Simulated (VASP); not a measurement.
Input:

```xyz
2
Lattice="1.7809 -3.0846 0.0000 1.7809 3.0846 0.0000 0.0000 0.0000 5.4870" Properties=species:S:1:pos:R:3 pbc="T T T"
Dy     1.7809     1.0282     1.3718
Dy     1.7809    -1.0282     4.1153
```

Method: PBE GGA with D3 dispersion (zero damping), VASP's PBE PAW potentials (set 64) (plane waves; VASP). Settings: 520 eV cut-off, Gaussian smearing of 0.050 eV, potentials Dy_3.

The 4f electrons are frozen in the core of the lanthanide potential, so 4f levels, which can set the real gap, and their magnetism are missing.

Task: Estimate the band gap (along the path) with the smallest direct gap where there is one.

Result: 
band gap (along the path): none (metal, semimetal or under 0.01 eV)

The absolute energy has meaning only against runs of the same code, potentials and settings.

The compound is Dy in the hcp structure. It was relaxed first.
